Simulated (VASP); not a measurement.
Data:

```xyz
1
Lattice="0.0000 2.0059 2.0059 2.0059 0.0000 2.0059 2.0059 2.0059 0.0000" Properties=species:S:1:pos:R:3 pbc="T T T"
Ag     0.0000     0.0000     0.0000
```

The numbers are results of rev-vdW-DF2, VASP's PBE PAW potentials (set 64) (plane waves; VASP), not measurements. Run with 520 eV cut-off, 15×15×15 Γ-centred mesh, first-order Methfessel-Paxton smearing of 0.10 eV, potentials Ag.

Problem. Estimate the energy per atom (σ→0), pressure, band gap (on the k-mesh) with the smallest direct gap where there is one.

Solution. 
```
Item                                                         Value
------------------------  ----------------------------------------
band gap (on the k-mesh)  none (metal, semimetal or under 0.01 eV)
energy per atom (σ→0)                               -0.040 eV/atom
pressure                                                  7.72 GPa
```

Only differences to runs with the same potentials and settings are physical.

The compound is Ag in the fcc structure. This cell is one point of a volume scan, at 0.94 of the reference volume.
